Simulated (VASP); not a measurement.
Input:

```yaml
crystal:
  lattice:
    - [3.68433, 0.00000, 0.00000]
    - [-1.84216, 3.19072, 0.00000]
    - [0.00000, 0.00000, 3.32035]
  atoms:
    - { symbol: Zn, position: [0.00000, 0.00000, 0.00000] }
    - { symbol: Se, position: [0.66667, 0.33333, 0.50000] }
```

Computed with r2SCAN meta-GGA, VASP's PBE PAW potentials (set 64) (plane waves; VASP). Run with 400 eV cut-off, 13×13×12 Γ-centred mesh, tetrahedra with Blöchl corrections, potentials Zn Se.

Q: Give the energies of bands 5 to 11 at the high-symmetry points, in eV from the Fermi level.

A: 
```json
[
 {"band": "5", "Γ": "-7.04", "M": "-7.06", "K": "-7.09", "A": "-7.16", "L": "-6.99", "H": "-6.92"},
 {"band": "6", "Γ": "-7.04", "M": "-7.06", "K": "-6.94", "A": "-7.16", "L": "-6.92", "H": "-6.74"},
 {"band": "7", "Γ": "-0.96", "M": "-6.19", "K": "-5.84", "A": "-6.38", "L": "-4.76", "H": "-4.31"},
 {"band": "8", "Γ": "-0.77", "M": "-2.37", "K": "-4.64", "A": "0.18", "L": "-4.20", "H": "-3.97"},
 {"band": "9", "Γ": "-0.77", "M": "0.45", "K": "0.65", "A": "0.18", "L": "-0.97", "H": "-2.06"},
 {"band": "10", "Γ": "0.36", "M": "2.13", "K": "5.94", "A": "4.95", "L": "-0.46", "H": "-0.67"},
 {"band": "11", "Γ": "6.44", "M": "6.96", "K": "6.45", "A": "5.83", "L": "5.21", "H": "1.63"}
]
```

It has no gap at this level: it comes out as a metal or semimetal.

The structure was generated: ZnSe was put into the WC type (P-6m2), which need not be its known phase. It was relaxed first, which changed the volume by +9 %.
